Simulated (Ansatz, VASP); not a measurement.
**HfB2: VASP beside Ansatz**

Wanted: the spread between two codes on one cell, functional and k mesh. The structure shown comes from an earlier Ansatz run, which isn't shown and may have moved the atoms alone.

Calculated with Ansatz 0.2.0; plane waves, with VASP 6.6.1 beside it; elastic constants at LDA.

## Step 1: Set-up

It takes space group P6/mmm (No. 191, hexagonal). The conventional cell has a = 3.123 Å, b = 3.123 Å, c = 4.252 Å, α = 90.00°, β = 90.00°, γ = 120.00°. Nearest to Hf lie 12 B at 2.79 Å. Nearest to B lie 3 B at 1.80 Å and 6 Hf at 2.79 Å. Farther neighbours are not listed.

## Step 2: Ansatz: elastic constants, LDA, pair 1

Ansatz runs on its default PAW (the set named soft_2) files.

Elastic constants are differences of stresses under small strains, so they test the stress and the mesh.

Input file input.yaml:

```yaml
crystal:
  lattice:
    - [3.1232542464, 0.0, 0.0]
    - [-1.5616271232, 2.7048175199, 0.0]
    - [0.0, 0.0, 4.252452388]
  atoms:
    - { symbol: Hf, position: [0.0, 0.0, 0.0] }
    - { symbol: B, position: [0.3333333333, 0.6666666667, 0.5] }
    - { symbol: B, position: [0.6666666667, 0.3333333333, 0.5] }
kpoints:
  mp_grid: { grid: [1, 1, 1] }
hamiltonian:
  xc: lda
scf:
  occupations: { method: gaussian, width: 0.1 }
output:
  forces: true
  stress: true
  eigenvalues: true
elastic:
  mode: relaxed_ion
  stencil: two_point
```

Launch:

```sh
> ansatz run input.yaml --threads 4 --pin off --max-ram 8192MiB --backend cpu --events-out ev --progress --plain --runs-dir out
```

Numbers of over 12 decimals in the logs are rounded to 6 here.

Output:

```text
Engine: ansatz 0.2.0, aarch64-unknown-linux-gnu
Pseudopotentials: kind: paw
Pseudopotential: Hf, paw, valence charge 26, recommended cutoff 420 eV (normal), Hf.paw.azcp
Pseudopotential: B, paw, valence charge 3, recommended cutoff 420 eV (normal), B.paw.azcp
Functional definition: SPW92
  exchange = slater_x
  correlation = pw_c
Crystal: 3 atoms, lattice volume = 35.924 Å³
Basis set: ecut = 420 eV, 687 PW (Γ)
Bands: 20, of which v1, the nominal top of the filled ones, is band 16 counted from 1 (15 counted from 0)
Symmetry: 24 space group operations
Space group: P6/mmm (ITA 191), of the structure as read, at distance tolerance 3.3e-5 Å
k-points: 1
Non-local potential: Hf, projectors of the file, l = 0: 3, l = 1: 2, l = 2: 2, l = 3: 3
Non-local potential: B, projectors of the file, l = 0: 2, l = 1: 2, l = 2: 1
PAW form: soft (Blöchl's): semilocal exchange-correlation on the pseudo side does not see the compensation charge
PAW frozen core: Hf, regenerated for the run's functional, and the local potential with it (the file was generated under x = pbe(κ = 0.804, μ = 0.219515), c = pbe(β = 0.066725))
PAW frozen core: B, regenerated for the run's functional, and the local potential with it (the file was generated under x = pbe(κ = 0.804, μ = 0.219515), c = pbe(β = 0.066725))
PAW one-centre angular grid: Hf, 590 points (default); XC on 64 Gauss nodes
PAW one-centre angular grid: B, 110 points (default); XC on 64 Gauss nodes
Initial density: superposition of atomic densities (neutral atoms: chi_scale 0, normalization atom), corrected by the library's trained network
Initial wavefunctions: pseudopotential atomic-orbital guess
Functional: x = slater, c = lda
SCF iter   1: F=—  HF=-15772.857385 eV  |F-HF|=—  |Δ(HF+E_count)|=         —  Δρ=6.96e-2  dr2=4.33e0  ethr=1.77e-3  ⟨swp⟩=4.0  Hψ=76  notcnv=0
preconditioner: auto → none  [insulator: Δε(μ)=3.538 eV  Ē_g=16.625 eV  σ=0.100 eV  W_gap=1.00  n_scr=8 (ndim 8)  ℏωp=33.9 eV  f_vac=0.000  D(μ)=0.00/eV (n_scr^D=0)  ε∞_Penn≈5.2]
SCF iter   2: F=—  HF=-15772.148461 eV  |F-HF|=—  |Δ(HF+E_count)|=   7.09e-1  Δρ=2.92e-2  dr2=2.08e-1  ethr=1.77e-3  ⟨swp⟩=2.0  Hψ=47  notcnv=0
SCF iter   3: F=—  HF=-15772.102869 eV  |F-HF|=—  |Δ(HF+E_count)|=   4.56e-2  Δρ=9.85e-3  dr2=3.54e-2  ethr=6.49e-4  ⟨swp⟩=2.0  Hψ=22  notcnv=0
SCF iter   4: F=—  HF=-15772.097291 eV  |F-HF|=—  |Δ(HF+E_count)|=   5.58e-3  Δρ=1.98e-3  dr2=3.03e-3  ethr=1.11e-4  ⟨swp⟩=2.0  Hψ=21  notcnv=0
SCF iter   5: F=—  HF=-15772.096775 eV  |F-HF|=—  |Δ(HF+E_count)|=   5.16e-4  Δρ=1.18e-3  dr2=6.71e-4  ethr=9.48e-6  ⟨swp⟩=2.0  Hψ=33  notcnv=0
SCF iter   6: F=—  HF=-15772.096500 eV  |F-HF|=—  |Δ(HF+E_count)|=   2.74e-4  Δρ=1.80e-4  dr2=1.23e-5  ethr=2.10e-6  ⟨swp⟩=3.0  Hψ=45  notcnv=0
SCF iter   7: F=—  HF=-15772.096534 eV  |F-HF|=—  |Δ(HF+E_count)|=   3.41e-5  Δρ=7.52e-5  dr2=1.49e-6  ethr=3.83e-8  ⟨swp⟩=2.0  Hψ=35  notcnv=0
SCF iter   8: F=—  HF=-15772.096526 eV  |F-HF|=—  |Δ(HF+E_count)|=   8.26e-6  Δρ=1.39e-5  dr2=4.21e-8  ethr=4.66e-9  ⟨swp⟩=2.0  Hψ=35  notcnv=0
SCF iter   9: F=—  HF=-15772.096526 eV  |F-HF|=—  |Δ(HF+E_count)|=   1.12e-8  Δρ=5.84e-7  dr2=1.01e-10  ethr=1.32e-10  ⟨swp⟩=2.0  Hψ=33  notcnv=0
SCF iter  10: F=—  HF=-15772.096526 eV  |F-HF|=—  |Δ(HF+E_count)|=  1.00e-10  Δρ=8.16e-8  dr2=4.07e-12  ethr=3.15e-13 (applied; sched 1.00e-12)  ⟨swp⟩=2.0  Hψ=36  notcnv=0
[...]
SCF 1 converged in 11 iterations: F = -15772.096526 eV  dr2 = 3.05e-14
  greatest PAW one-centre occupation: 1.000 electrons in one spin orbital (limit 2), on the Hf atom at site 0 (counted from 0), in its partial waves of l = 3
Crystal: 3 atoms, lattice volume = 35.852 Å³
Symmetry: 8 space group operations
Initial density: handed on by an earlier stage of this run
Initial wavefunctions: pseudopotential atomic-orbital guess (no wavefunctions were taken with the density)
[...]
preconditioner: auto → none  [insulator: Δε(μ)=4.124 eV  Ē_g=16.462 eV  σ=0.100 eV  W_gap=1.00  n_scr=8 (ndim 8)  ℏωp=34.0 eV  f_vac=0.000  D(μ)=0.00/eV (n_scr^D=0)  ε∞_Penn≈5.3]
[...]
SCF 16 converged in 9 iterations: F = -15772.096490 eV  dr2 = 3.20e-15
relax step   1: F+E_penalty+E_count = -15772.09648998 eV  Δ(F+E_penalty+E_count) = +0.000e0 eV  max|allowed force component| = 6.238e-5 eV/Å  Δτ_max = 0.0000 Å  (9 SCF iters, accepted)
[...]
SCF 17 converged in 7 iterations: F = -15772.096490 eV  dr2 = 2.85e-19
relax step   2: F+E_penalty+E_count = -15772.09648998 eV  Δ(F+E_penalty+E_count) = -1.073e-10 eV  max|allowed force component| = 3.236e-5 eV/Å  Δτ_max = 0.0000 Å  (7 SCF iters, accepted)
[...]
SCF iter   1: F=—  HF=-15772.096490 eV  |F-HF|=—  |Δ(HF+E_count)|=         —  Δρ=1.96e-9  dr2=7.47e-16  ethr=1.00e-12  ⟨swp⟩=2.0  Hψ=90  notcnv=0
iter 2 did not close the SCF: its close was put off for the readings that it lacked (scf_convergence_deferred on its scf_iter line)
SCF iter   2: F=-15772.096490 eV  HF=-15772.096490 eV  |F-HF|=1.82e-12  |Δ(HF+E_count)|=  1.82e-12  Δρ=1.10e-9  dr2=2.49e-16  ethr=3.13e-16 (applied; sched 1.00e-12)  ⟨swp⟩=2.0  Hψ=36  notcnv=0
iter 3 did not close the SCF: its close was put off for the readings that it lacked (scf_convergence_deferred on its scf_iter line)
SCF iter   3: F=-15772.096490 eV  HF=-15772.096490 eV  |F-HF|=1.82e-12  |Δ(HF+E_count)|=  1.82e-12  Δρ=7.09e-10  dr2=1.01e-16  ethr=3.13e-16 (applied; sched 1.00e-12)  ⟨swp⟩=1.0  Hψ=20  notcnv=0
iter 4 did not close the SCF: its close was put off for the readings that it lacked (scf_convergence_deferred on its scf_iter line)
SCF iter   4: F=-15772.096490 eV  HF=-15772.096490 eV  |F-HF|=3.64e-12  |Δ(HF+E_count)|=  3.64e-12  Δρ=4.49e-10  dr2=3.91e-17  ethr=3.13e-16 (applied; sched 1.00e-12)  ⟨swp⟩=1.0  Hψ=20  notcnv=0
iter 5 did not close the SCF: its close was put off for the readings that it lacked (scf_convergence_deferred on its scf_iter line)
SCF iter   5: F=-15772.096490 eV  HF=-15772.096490 eV  |F-HF|=3.64e-12  |Δ(HF+E_count)|=  3.64e-12  Δρ=3.60e-10  dr2=2.49e-17  ethr=3.13e-16 (applied; sched 1.00e-12)  ⟨swp⟩=1.0  Hψ=20  notcnv=0
SCF iter   6: F=-15772.096490 eV  HF=-15772.096490 eV  |F-HF|=3.64e-12  |Δ(HF+E_count)|=  3.64e-12  Δρ=2.71e-10  dr2=1.42e-17  ethr=1.00e-12  ⟨swp⟩=1.0  Hψ=44  notcnv=0
SCF 18 converged in 6 iterations: F = -15772.096490 eV  dr2 = 1.42e-17
SCF converged after 11 iterations
Free energy (F): -15772.096526 eV
Harris-Foulkes:  -15772.096526 eV  (|F-HF|=1.82e-12)
Internal energy: -15772.096526 eV  (E = F + TS)
E sigma→0 (E₀):  -15772.096526 eV
Fermi energy:    17.340563 eV
--- Per-component energies (eV) ---
  E_band       = 5.252534
  E_kinetic    = 533.192124
  E_local      = -5978.052919  (includes V_loc(G=0)·N_el)
  E_nonlocal   = -1213.036853
  E_hartree    = 2803.512485
  E_xc         = -362.141370
  E_vxc        = -343.190454  (∫ρ·V_xc dr)
  E_paw        = -6834.456072  (= ΣΔE_a)
  E_vpaw       = 1399.315682  (= ΣTr[D̂ρ^β])
  E_aug_tail   = -0.000011  (compensation charges beyond the density's cutoff)
  E_ewald      = -4723.662821
  E_core_change = 2.548911  (= ΣΔE_core)
  E_smearing   = -0.000000  (= −TS)
  E_closure    = -0.000000  (closes the sum)
  Σ components = -15772.096526   (vs F -15772.096526, Δ=0.00e0)
--- Forces (eV/Å), atoms counted from 1 ---
  atom   1  Hf    -0.00000000     0.00000000     0.00000000
  atom   2  B      0.00000000    -0.00000000     0.00000000
  atom   3  B     -0.00000000     0.00000000     0.00000000
  max |Σ_I F_I| component: 1.31e-29 eV/Å
--- Stress (GPa, compression-positive) ---
       -0.000438       0.000000       0.000000
        0.000000      -0.000438       0.000000
        0.000000       0.000000       0.010286
  P = ⅓ Tr σ = 0.0031 GPa (0.031 kbar)
--- Band table (eV) ---
  k-point 0: bands = [... 12 lower, 12.3448, 13.2834, 15.2696, 15.2696, 19.4116, 19.4116, 20.1102, 20.1102]
--- Elastic constants: 3 strain directions × 2 members + reference (group order 24) ---
  dense FFT box of the reference and of every strained cell: 24×24×30
  strains applied: 11, 33, 23; error gains: componentwise 1.00 (the most a stress slope's error grows in a printed constant), spectral 1.41 (1 for all six strains in a standard setting)
  C = ∂σ_k/∂η_j (tension-positive GPa; Voigt order 11 22 33 23 13 12):
       387.137    420.422     37.782      0.000      0.000      0.000
       420.422    387.137     37.782      0.000      0.000      0.000
        38.688     38.688     47.788      0.000      0.000      0.000
         0.000      0.000      0.000     79.883      0.000      0.000
         0.000      0.000      0.000      0.000     79.883      0.000
         0.000     -0.000     -0.000      0.000      0.000    -16.643
  reference stress σ⁰ (GPa):      0.000      0.000     -0.010     -0.000     -0.000     -0.000
  C* (energy form; C + prestress term) asymmetry max|C*_kj − C*_jk| = 8.955e-1 GPa — a small one proves nothing (zero by symmetry where the batch's group is 432, −43m or m−3m); a large one is finite-difference/SCF noise where every solve meets its electron count
  moduli (Voigt/Reuss/Hill, GPa): K = 201.76/47.54/124.65   G = 50.30/-81.70/-15.70   E = -49.17   ν = 0.566
  mechanically stable: NO (min eigenvalue of sym C = -33.29 GPa)
  the stresses are not corrected for the forces that the relaxations left standing (`elastic.f_tol`)
  strain η (Voigt 11):  stress-route row diagonal C_11 = 387.14 GPa, energy-path curvature d²(F+E_count+ΔE)/dδ²/Ω₀ = 385.41 GPa
         δ    σ_11 (GPa)             F (eV)   n_scf  n_hpsi   n_pw
    -2.000e-3      -0.7812      -15772.0964563       6     248    687   relax 4 steps, max|allowed force component| 1.68e-7 eV/Å
     2.000e-3       0.7674      -15772.0962473       6     247    687   relax 3 steps, max|allowed force component| 9.79e-7 eV/Å
  strain η (Voigt 33):  stress-route row diagonal C_33 = 47.79 GPa, energy-path curvature d²(F+E_count+ΔE)/dδ²/Ω₀ = 48.60 GPa
         δ    σ_33 (GPa)             F (eV)   n_scf  n_hpsi   n_pw
    -2.000e-3      -0.1052      -15772.0965798       8     371    687   relax 0 steps, max|allowed force component| 5.51e-25 eV/Å
     2.000e-3       0.0860      -15772.0964274       6     304    687   relax 0 steps, max|allowed force component| 5.51e-25 eV/Å
  strain η (Voigt 23):  stress-route row diagonal C_44 = 79.88 GPa, energy-path curvature d²(F+E_count+ΔE)/dδ²/Ω₀ = 80.06 GPa
         δ    σ_23 (GPa)             F (eV)   n_scf  n_hpsi   n_pw
    -2.000e-3      -0.1598      -15772.0964900       6     248    687   relax 2 steps, max|allowed force component| 3.24e-5 eV/Å
     2.000e-3       0.1598      -15772.0964900       6     250    687   relax 2 steps, max|allowed force component| 3.24e-5 eV/Å
```

(Part 1 of 3 ends here.)

[Lines on the potential files, build, host, timing and source positions are cut from VASP's logs without a mark.]

[Logs are printed without paths, hosts, clocks, repeated set-up lines and the standing remarks that a program may print on its own settings, such as how far it seeks lower states.]

[Hosts, paths, dates, database ids (printed as entryN), source tags and the programs' standing remarks are cut or masked in the printed files.]
